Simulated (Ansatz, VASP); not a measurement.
# SiO2 in two plane-wave programs

Wanted: the spread between two codes on one cell, functional and k mesh. The structure shown is the start of the Ansatz relaxation below; VASP solves that cell, so the two are compared at the walk's first step.

Calculated with Ansatz 0.2.0; plane waves, with VASP 6.6.1 beside it; single point at LDA.

## 1. The structure

The structure is tetragonal, space group P4_2/mnm (No. 136). Conventional cell: a = 3.996 Å, b = 3.996 Å, c = 2.590 Å, α = 90.00°, β = 90.00°, γ = 90.00°. Nearest to O lie 3 Si at 1.71 Å. Si has 6 O at 1.71 Å nearest. Farther neighbours and most contacts between anions are not listed.

Structure file:

```cif
data_structure
_symmetry_space_group_name_H-M 'P 1'
_symmetry_Int_Tables_number 1
_cell_length_a 3.9959
_cell_length_b 3.9959
_cell_length_c 2.5897
_cell_angle_alpha 90.000
_cell_angle_beta 90.000
_cell_angle_gamma 90.000
_cell_volume 41.35
loop_
_atom_site_label
_atom_site_type_symbol
_atom_site_fract_x
_atom_site_fract_y
_atom_site_fract_z
_atom_site_occupancy
O1 O 0.69696 0.69696 0.00000 1
O2 O 0.19696 0.80304 0.50000 1
O3 O 0.30304 0.30304 0.00000 1
O4 O 0.80304 0.19696 0.50000 1
Si5 Si 0.50000 0.50000 0.50000 1
Si6 Si 0.00000 0.00000 0.00000 1
```

## 2. Ansatz: relaxation, LDA

Ansatz runs on its PAW soft_1 files.

The two programs are compared at the cell with which this relaxation starts, whose forces are those of its first step.

The input, input.yaml:

```yaml
crystal:
  lattice:
    - [3.9958772363, 0.0, 0.0]
    - [0.0, 3.9958772363, 0.0]
    - [0.0, 0.0, 2.5896664483]
  atoms:
    - { symbol: O, position: [0.6969628204, 0.6969628204, 0.0] }
    - { symbol: O, position: [0.1969628204, 0.8030371796, 0.5] }
    - { symbol: O, position: [0.3030371796, 0.3030371796, 0.0] }
    - { symbol: O, position: [0.8030371796, 0.1969628204, 0.5] }
    - { symbol: Si, position: [0.5, 0.5, 0.5] }
    - { symbol: Si, position: [0.0, 0.0, 0.0] }
kpoints:
  mp_grid: { grid: [8, 8, 8] }
hamiltonian:
  xc: lda
  pseudopotentials: { kind: paw, azcp: { folder: soft_1 }, xc_functional: pbe }
scf:
  occupations: { method: fixed }
output:
  forces: true
  stress: true
  eigenvalues: true
relax:
  adjacent_minimum: "off"
  f_tol: 0.001
  max_steps: 60
  cell: { stress_tol: 0.01, fix: [volume] }
```

On the command line:

```bash
$ ansatz run input.yaml --threads 4 --pin off --max-ram 16384MiB --backend cpu --events-out ev --progress --plain --runs-dir out
```

Numbers of over 12 decimals in the logs are rounded to 6 here.

Log:

```text
Engine: ansatz 0.2.0, x86_64-unknown-linux-gnu
Pseudopotentials: kind: paw
Pseudopotential: O, paw, valence charge 6, recommended cutoff 420 eV (normal), soft_1/O.paw.azcp
Pseudopotential: Si, paw, valence charge 4, recommended cutoff 420 eV (normal), soft_1/Si.paw.azcp
Functional definition: SPW92
  exchange = slater_x
  correlation = pw_c
Crystal: 6 atoms, lattice volume = 41.349 Å³
Basis set: ecut = 420 eV, 809 PW (Γ)
Bands: 22, of which v1, the nominal top of the filled ones, is band 16 counted from 1 (15 counted from 0)
Symmetry: 16 space group operations
Space group: P42/mnm (ITA 136), of the structure as read, at distance tolerance 3.5e-5 Å
k-points: 75 of 512
Non-local potential: O, projectors of the file, l = 0: 2, l = 1: 2, l = 2: 1
Non-local potential: Si, projectors of the file, l = 0: 2, l = 1: 2, l = 2: 1
PAW form: soft (Blöchl's): semilocal exchange-correlation on the pseudo side does not see the compensation charge
PAW frozen core: O, regenerated for the run's functional, and the local potential with it (the file was generated under x = pbe(κ = 0.804, μ = 0.219515), c = pbe(β = 0.066725))
PAW frozen core: Si, regenerated for the run's functional, and the local potential with it (the file was generated under x = pbe(κ = 0.804, μ = 0.219515), c = pbe(β = 0.066725))
PAW one-centre angular grid: O, 110 points (default); XC on 64 Gauss nodes
PAW one-centre angular grid: Si, 110 points (default); XC on 64 Gauss nodes
Initial density: superposition of atomic densities (chi_scale 0.1, normalization cell, long waves kept (reshape's long-wave potential 0.00 eV rms))
Initial wavefunctions: pseudopotential atomic-orbital guess
Functional: x = slater, c = lda
SCF iter   1: F=—  HF=-3447.426247 eV  |F-HF|=—  |Δ(HF+E_count)|=         —  Δρ=1.63e-1  dr2=8.17e0  ethr=3.10e-3  ⟨swp⟩=4.6  Hψ=7551  notcnv=0  defer=285
preconditioner: auto → none  [insulator: Δε(μ)=8.641 eV  Ē_g=21.231 eV  n_scr=10 (ndim 8)  ℏωp=32.7 eV  f_vac=0.000  ε∞_Penn≈3.4]
SCF iter   2: F=—  HF=-3445.040329 eV  |F-HF|=—  |Δ(HF+E_count)|=    2.39e0  Δρ=6.25e-2  dr2=5.54e-1  ethr=3.10e-3  ⟨swp⟩=3.1  Hψ=4023  notcnv=0  defer=280
SCF iter   3: F=—  HF=-3444.904890 eV  |F-HF|=—  |Δ(HF+E_count)|=   1.35e-1  Δρ=2.28e-2  dr2=7.62e-2  ethr=1.73e-3  ⟨swp⟩=2.1  Hψ=2670  notcnv=0  defer=291
SCF iter   4: F=—  HF=-3444.906576 eV  |F-HF|=—  |Δ(HF+E_count)|=   1.69e-3  Δρ=2.34e-3  dr2=7.69e-4  ethr=2.38e-4  ⟨swp⟩=2.0  Hψ=1779  notcnv=0  defer=300
SCF iter   5: F=—  HF=-3444.906781 eV  |F-HF|=—  |Δ(HF+E_count)|=   2.05e-4  Δρ=2.48e-4  dr2=1.32e-5  ethr=2.40e-6  ⟨swp⟩=2.1  Hψ=2717  notcnv=0  defer=300
SCF iter   6: F=—  HF=-3444.906785 eV  |F-HF|=—  |Δ(HF+E_count)|=   4.40e-6  Δρ=3.60e-5  dr2=1.17e-7  ethr=4.13e-8  ⟨swp⟩=2.2  Hψ=2759  notcnv=0  defer=155
SCF iter   7: F=-3444.906786 eV  HF=-3444.906786 eV  |F-HF|=2.75e-9  |Δ(HF+E_count)|=   1.32e-7  Δρ=4.52e-6  dr2=3.88e-9  ethr=3.13e-10  ⟨swp⟩=10.8  Hψ=9008  notcnv=0
SCF 1 converged in 7 iterations: F = -3444.906786 eV  dr2 = 3.88e-9
  greatest PAW one-centre occupation: 0.859 electrons in one spin orbital (limit 2), on the O atom at site 2 (counted from 0), in its partial waves of l = 0
relax step   1: F+E_penalty+E_count = -3444.90678559 eV  Δ(F+E_penalty+E_count) = +0.000e0 eV  max|allowed force component| = 8.933e-2 eV/Å  Δτ_max = 0.0000 Å  P = +42.139 GPa  Ω = 41.349 Å³  fix = [volume]  reactions: volume +42.139 GPa  (7 SCF iters, dr2 threshold 1.00e-7 eV, accepted)
[...]
relax step   2: F+E_penalty+E_count = -3444.90719742 eV  Δ(F+E_penalty+E_count) = -4.118e-4 eV  max|allowed force component| = 6.353e-2 eV/Å  Δτ_max = 0.0008 Å  P = +42.055 GPa  Ω = 41.349 Å³  energy of the carried Pulay correction = -3.726e-17 eV  fix = [volume]  reactions: volume +42.055 GPa  (3 SCF iters, dr2 threshold 6.00e-7 eV, accepted)
[...]
relax step   5: F+E_penalty+E_count = -3444.90772123 eV  Δ(F+E_penalty+E_count) = -1.292e-6 eV  max|allowed force component| = 4.383e-5 eV/Å  Δτ_max = 0.0001 Å  P = +41.822 GPa  Ω = 41.349 Å³  fix = [volume]  reactions: volume +41.822 GPa  (3 SCF iters, dr2 threshold 7.92e-9 eV, accepted)
[...]
relax step   6: F+E_penalty+E_count = -3444.90765589 eV  Δ(F+E_penalty+E_count) = +6.534e-5 eV  max|allowed force component| = 2.696e-5 eV/Å  Δτ_max = 0.0000 Å  P = +41.820 GPa  Ω = 41.349 Å³  fix = [volume]  reactions: volume +41.820 GPa  stress off target by 2.87e-2 GPa on what of the cell is left free  SCF on the basis re-selected at this cell (its energy is not comparable with the rows above)  (4 SCF iters)
[...]
relax step   7: F+E_penalty+E_count = -3444.90765543 eV  Δ(F+E_penalty+E_count) = +4.638e-7 eV  max|allowed force component| = 1.685e-5 eV/Å  Δτ_max = 0.0000 Å  P = +41.823 GPa  Ω = 41.349 Å³  energy of the carried Pulay correction = -7.215e-7 eV  fix = [volume]  reactions: volume +41.823 GPa  (3 SCF iters, dr2 threshold 2.06e-9 eV, accepted)
[...]
relax step   8: F+E_penalty+E_count = -3444.90765543 eV  Δ(F+E_penalty+E_count) = -1.637e-11 eV  max|allowed force component| = 1.568e-5 eV/Å  Δτ_max = 0.0000 Å  P = +41.823 GPa  Ω = 41.349 Å³  fix = [volume]  reactions: volume +41.823 GPa  stress off target by 5.41e-4 GPa on what of the cell is left free  SCF on the basis re-selected at this cell (its energy is not comparable with the rows above)  (4 SCF iters)
basis re-selected at this cell: Δ(F+E_penalty+E_count) = -1.637e-11 eV, ΔP = +0.000 GPa vs the last step (what re-selecting the basis moved, of the pressure what is left beyond the Pulay correction that the steps carried, after the strain that the cell walked since its last selection, with what the two solves' SCF thresholds leave and, on support functions, any second-order correction that the steps lacked; it is no  [...]
SCF converged after 4 iterations
Free energy (F): -3444.907655 eV
Harris-Foulkes:  -3444.907655 eV  (|F-HF|=0.00e0)
Internal energy: -3444.907655 eV  (E = F + TS)
E sigma→0 (E₀):  -3444.907655 eV
Fermi energy:    12.324882 eV
--- Per-component energies (eV) ---
  E_band       = 103.937303
  E_kinetic    = 802.614715
  E_local      = -1119.712507  (includes V_loc(G=0)·N_el)
  E_nonlocal   = 265.416725
  E_hartree    = 410.692677
  E_xc         = -405.211368
  E_vxc        = -473.661100  (∫ρ·V_xc dr)
  E_paw        = -1585.259919  (= ΣΔE_a)
  E_vpaw       = -192.109374  (= ΣTr[D̂ρ^β])
  E_aug_tail   = 0.003452  (compensation charges beyond the density's cutoff)
  E_ewald      = -1814.007777
  E_core_change = 0.556347  (= ΣΔE_core)
  E_smearing   = -0.000000  (= −TS)
  E_closure    = -0.000000  (closes the sum)
  Σ components = -3444.907655   (vs F -3444.907655, Δ=0.00e0)
--- Forces (eV/Å), atoms counted from 1 ---
  atom   1  O     -0.00001568    -0.00001568     0.00000000
  atom   2  O     -0.00001568     0.00001568     0.00000000
  atom   3  O      0.00001568     0.00001568     0.00000000
  atom   4  O      0.00001568    -0.00001568     0.00000000
  atom   5  Si     0.00000000    -0.00000000     0.00000000
  atom   6  Si    -0.00000000    -0.00000000     0.00000000
  max |Σ_I F_I| component: 1.73e-18 eV/Å
--- Stress (GPa, compression-positive) ---
       41.822988       0.000000       0.000000
        0.000000      41.822988       0.000000
        0.000000       0.000000      41.822177
  P = ⅓ Tr σ = 41.8227 GPa (418.227 kbar)
--- Band table (eV; the first three rows and the last of 75) ---
  k-point 0: bands = [... 12 lower, 9.7508, 11.3276, 11.3276, 12.3249, 18.9722, 20.0070, 21.3328, 21.3328, ... 2 higher]
  k-point 1: bands = [... 12 lower, 9.0738, 11.1373, 11.1373, 12.0617, 20.2253, 20.6598, 22.2989, 22.2989, ... 2 higher]
  k-point 2: bands = [... 12 lower, 7.7832, 10.5567, 10.5567, 11.2515, 21.3664, 22.8945, 23.1273, 24.3728, ... 2 higher]
  k-point 74: bands = [... 12 lower, 10.4423, 10.4423, 10.4529, 10.4529, 20.7141, 20.7141, 24.0933, 24.0933, ... 2 higher]
--- Relaxed structure (6 steps of the walk, 6 accepted, 2 SCFs on fresh bases) ---
  F+E_penalty+E_count = -3444.90765543 eV   max|allowed force component| = 1.568e-5 eV/Å   (the final SCF, on the basis selected at the relaxed cell)
  cell:  # Å, volume = 41.3493 Å³
    - [3.993214, 0, 0.0]
    - [0, 3.993214, 0.0]
    - [0.0, 0.0, 2.593122]
  atoms:
    - { symbol: O, position: [0.697456, 0.697456, 0.0] }
    - { symbol: O, position: [0.197456, 0.802544, 0.500000] }
    - { symbol: O, position: [0.302544, 0.302544, 0.0] }
    - { symbol: O, position: [0.802544, 0.197456, 0.500000] }
    - { symbol: Si, position: [0.500000, 0.500000, 0.500000] }
    - { symbol: Si, position: [0, 0, 0.0] }
```

## 3. VASP: single point, LDA, start cell, pair 1

The same cell, functional (in two slightly different forms) and mesh now go to VASP, with its own data sets.

Lines of VASP's logs that name or quote its potential files are left out, and so is its time.

The input, INCAR:

```
SYSTEM = SiO2
PREC = Accurate
ENCUT = 520
EDIFF = 1E-06
NELM = 120
ISMEAR = 0
SIGMA = 0.01
LREAL = .FALSE.
ALGO = Normal
GGA = PW92
NBANDS = 22
LORBIT = 11
LWAVE = .FALSE.
LCHARG = .FALSE.
ISIF = 2
LASPH = .TRUE.
GGA_COMPAT = .FALSE.
EFERMI = MIDGAP
KPAR = 2
```

The input, POSCAR:

```
SiO2
1.0
    3.9958770000      0.0000000000      0.0000000000
    0.0000000000      3.9958770000      0.0000000000
    0.0000000000      0.0000000000      2.5896660000
O Si
4 2
Direct
    0.6969629570      0.6969628320      0.0000000000
    0.1969629570      0.8030371680      0.5000000000
    0.3030372932      0.3030371680      0.0000000000
    0.8030372932      0.1969628319      0.5000000000
    0.5000001251      0.5000000000      0.5000000000
    0.0000001251      0.0000000000      0.0000000000
```

The input, KPOINTS:

```
Automatic mesh
0
Gamma
8 8 8
0 0 0
```

PAW data sets: O and Si (LDA family, release 64).

On the command line:

```bash
$ mpirun -np 2 vasp_std
```

Log:

```text
[banner, memory and clock lines left out]
running    2 mpi-ranks, on    1 nodes
 distrk:  each k-point on    1 cores,    2 groups
 distr:  one band on    1 cores,    1 groups

 POSCAR found type information on POSCAR O Si
 POSCAR found :  2 types and       6 ions
|                                                                             |
|               ----> ADVICE to this user running VASP <----                  |
|                                                                             |
|     You enforced a specific xc type in the INCAR file but a different       |
|     [... a line on the potential file left out ...]
|     I HOPE YOU KNOW WHAT YOU ARE DOING!                                     |
|                                                                             |

 LDA part: xc-table for (Slater(with rela. corr.)+PW92), standard interpolation
 POSCAR, INCAR and KPOINTS ok, starting setup
 FFT: planning ... GRIDC
 FFT: planning ... GRID_SOFT
 FFT: planning ... GRID
 WAVECAR not read
 entering main loop
       N       E                     dE             d eps       ncg     rms          rms(c)
DAV:   1     0.147663318074E+03    0.14766E+03   -0.18448E+04  3300   0.143E+03
DAV:   2    -0.505193981502E+02   -0.19818E+03   -0.19018E+03  4352   0.311E+02
DAV:   3    -0.567686941643E+02   -0.62493E+01   -0.62326E+01  4200   0.553E+01
DAV:   4    -0.568073058286E+02   -0.38612E-01   -0.38597E-01  4116   0.513E+00
DAV:   5    -0.568076249055E+02   -0.31908E-03   -0.31905E-03  4128   0.445E-01    0.207E+01
DAV:   6    -0.515837702191E+02    0.52239E+01   -0.17247E+01  3978   0.288E+01    0.101E+01
DAV:   7    -0.514844856691E+02    0.99285E-01   -0.81769E-01  3948   0.579E+00    0.347E+00
DAV:   8    -0.514540242086E+02    0.30461E-01   -0.32533E-02  4002   0.159E+00    0.111E+00
DAV:   9    -0.514491065067E+02    0.49177E-02   -0.67027E-03  4098   0.625E-01    0.220E-01
DAV:  10    -0.514490861179E+02    0.20389E-04   -0.23740E-04  3960   0.116E-01    0.520E-02
DAV:  11    -0.514490888197E+02   -0.27018E-05   -0.10240E-05  4086   0.252E-02    0.142E-02
DAV:  12    -0.514490886501E+02    0.16958E-06   -0.16108E-06  2604   0.103E-02
   1 F= -.51449089E+02 E0= -.51449089E+02  d E =0.000000E+00
```

OUTCAR, selected parts (step 3):

```text
ion  position               nearest neighbor table
   1  0.697  0.697  0.000-   5 1.71   5 1.71   6 1.71
   2  0.197  0.803  0.500-   6 1.71   6 1.71   5 1.71
   3  0.303  0.303  0.000-   5 1.71   5 1.71   6 1.71
   4  0.803  0.197  0.500-   6 1.71   6 1.71   5 1.71
   5  0.500  0.500  0.500-   1 1.71   1 1.71   3 1.71   3 1.71   2 1.71   4 1.71   6 3.11   6 3.11
                             6 3.11   6 3.11   6 3.11   6 3.11   6 3.11   6 3.11
   6  0.000  0.000  0.000-   4 1.71   4 1.71   2 1.71   2 1.71   3 1.71   1 1.71   5 3.11   5 3.11
                             5 3.11   5 3.11   5 3.11   5 3.11   5 3.11   5 3.11

  LATTYP: Found a simple tetragonal cell.
 ALAT       =     3.9958770000
 C/A-ratio  =     0.6480845131

 Subroutine GETGRP returns: Found 16 space group operations
 (whereof  8 operations were pure point group operations)

The static configuration has the point symmetry D_2h.
 The point group associated with its full space group is D_4h.

 Found     75 irreducible k-points:

   k-points           NKPTS =     75   k-points in BZ     NKDIM =     75   number of bands    NBANDS=     22

   dimension x,y,z NGX =    30 NGY =   30 NGZ =   20
   dimension x,y,z NGXF=    60 NGYF=   60 NGZF=   40

   ENCUT  =  520.0 eV  38.22 Ry    6.18 a.u.   7.43  7.43  4.82*2*pi/ulx,y,z

   NELECT =      32.0000    total number of electrons

 k-points in reciprocal lattice and weights: Automatic mesh
   0.00000000  0.00000000  0.00000000       0.002
   0.12500000  0.00000000  0.00000000       0.008
   0.25000000  0.00000000  0.00000000       0.008
   0.37500000  0.00000000  0.00000000       0.008
   0.50000000  0.00000000  0.00000000       0.004
   0.12500000  0.12500000  0.00000000       0.008
   0.25000000  0.12500000  0.00000000       0.016
   0.37500000  0.12500000  0.00000000       0.016
   0.50000000  0.12500000  0.00000000       0.008
[...]
0.50000000  0.37500000  0.50000000       0.008
   0.50000000  0.50000000  0.50000000       0.002

 average (electrostatic) potential at core
       1 -66.2330       2 -66.2330       3 -66.2330       4 -66.2330       5 -80.7334
       6 -80.7334

 E-fermi :  13.2098

 k-point     1 :       0.0000    0.0000    0.0000
  band No.  band energies     occupation
    ...
     12       6.2909      2.00000
     13       7.3007      2.00000
     14       8.9067      2.00000
     15       8.9067      2.00000
     16       9.8978      2.00000
     17      16.5218      0.00000
     18      17.6159      0.00000
     19      18.9268      0.00000
     20      18.9268      0.00000
     21      20.8322      0.00000
    ...

 k-point     2 :       0.1250    0.0000    0.0000
  band No.  band energies     occupation
    ...
     12       6.3379      2.00000
     13       7.3004      2.00000
     14       8.5509      2.00000
     15       8.8767      2.00000
     16       9.7566      2.00000
     17      16.6982      0.00000
     18      17.8163      0.00000
     19      18.9382      0.00000
     20      19.0102      0.00000
     21      21.1750      0.00000
    ...

 k-point     3 :       0.2500    0.0000    0.0000
  band No.  band energies     occupation
    ...
     12       6.4715      2.00000
     13       7.2489      2.00000
     14       7.6262      2.00000
     15       8.7978      2.00000
     16       9.3821      2.00000
     17      17.2059      0.00000
     18      18.2750      0.00000
     19      19.1888      0.00000
     20      19.2344      0.00000
     21      21.6216      0.00000
    ...

  Total       10.9574902     10.9574902     11.4986167     -0.0000000      0.0000000      0.0000000
  in kB      424.5742945    424.5742945    445.5415388     -0.0000000      0.0000000      0.0000000
  external PRESSURE =     431.5633759 kB  Pullay stress =       0.0000000 kB

  energy-cutoff  :      520.00
  volume of cell :       41.35
      direct lattice vectors                 reciprocal lattice vectors
     3.995877000  0.000000000  0.000000000     0.250257953  0.000000000  0.000000000
     0.000000000  3.995877000  0.000000000     0.000000000  0.250257953  0.000000000
     0.000000000  0.000000000  2.589666000     0.000000000  0.000000000  0.386150183

 POSITION                                       TOTAL-FORCE (eV/Angst)
 -----------------------------------------------------------------------------------
      2.78498      2.78498      0.00000         0.103858      0.103858     -0.000000
      0.78704      3.20884      1.29483         0.103858     -0.103858      0.000000
      1.21090      1.21090      0.00000        -0.103858     -0.103858      0.000000
      3.20884      0.78704      1.29483        -0.103858      0.103858     -0.000000
      1.99794      1.99794      1.29483         0.000000      0.000000     -0.000000
      0.00000      0.00000      0.00000         0.000000      0.000000     -0.000000
 -----------------------------------------------------------------------------------
    total drift:                               -0.001103     -0.000792      0.000000

  FREE ENERGIE OF THE ION-ELECTRON SYSTEM (eV)
  ---------------------------------------------------
  free  energy   TOTEN  =       -51.4490886501 eV

  energy  without entropy=      -51.4490886501  energy(sigma->0) =      -51.44908865

 total charge
# of ion       s       p       d       tot
------------------------------------------
    1        1.548   3.775   0.000   5.322
    2        1.548   3.775   0.000   5.322
    3        1.548   3.775   0.000   5.322
    4        1.548   3.775   0.000   5.322
    5        0.618   1.013   0.000   1.631
    6        0.618   1.013   0.000   1.631
--------------------------------------------------
tot          7.427  17.125   0.000  24.552

[... 3 further parts left out ...]
```

The run ends at a pressure of 43.16 GPa, with forces up to 0.15 eV/Å.

## 4. Comparison

Known differences besides the potentials themselves: fixed occupations in Ansatz, narrow Gaussian smearing in VASP; the cutoff is 420 eV in Ansatz and 520 eV in VASP; VASP's log shows a relativistic correction to its local exchange, Ansatz's none. Total energies have different zeros and are not compared.

Forces (eV/Å; atoms numbered as in POSCAR):

| atom | Ansatz x, y, z | VASP x, y, z |
| --- | --- | --- |
| O1 | 0.089, 0.089, 0.000 | 0.104, 0.104, 0.000 |
| O2 | 0.089, -0.089, 0.000 | 0.104, -0.104, 0.000 |
| O3 | -0.089, -0.089, 0.000 | -0.104, -0.104, 0.000 |
| O4 | -0.089, 0.089, 0.000 | -0.104, 0.104, 0.000 |
| Si5 | 0.000, 0.000, 0.000 | 0.000, 0.000, 0.000 |
| Si6 | 0.000, 0.000, 0.000 | 0.000, 0.000, 0.000 |

The forces differ by 9.7 meV/Å r.m.s., which is 14.0 % of the r.m.s. force of 0.069 eV/Å (both taken over all components).

(Continued in part 2 of 2.)

[Lines on the potential files, build, host, timing and source positions are cut from VASP's logs without a mark.]

[Logs are printed without paths, hosts, clocks, repeated set-up lines and the standing remarks that a program may print on its own settings, such as how far it seeks lower states.]

[Hosts, paths, dates, database ids (printed as entryN), source tags and the programs' standing remarks are cut or masked in the printed files.]
